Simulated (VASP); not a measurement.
```
CELL_PARAMETERS angstrom
      1.54592    -2.67762     0.00000
      1.54592     2.67762     0.00000
      0.00000     0.00000     4.95145
ATOMIC_POSITIONS crystal
  Al 0.66667 0.33333 0.50007
  Al 0.33333 0.66667 0.00007
  N  0.66667 0.33333 0.88193
  N  0.33333 0.66667 0.38193
```

All values below come from LDA (Ceperley-Alder, Perdew-Zunger), VASP's LDA PAW potentials (set 64) (plane waves; VASP). Run with 520 eV cut-off, 10×10×6 Γ-centred mesh, Gaussian smearing of 0.010 eV, potentials Al N.

Q: Predict the energy per atom (σ→0).

A: 
- energy per atom (σ→0): -792.2 kJ/mol of atoms

The absolute energy has meaning only against runs of the same code, potentials and settings.

The compound is AlN in the wurtzite structure. It was relaxed first.
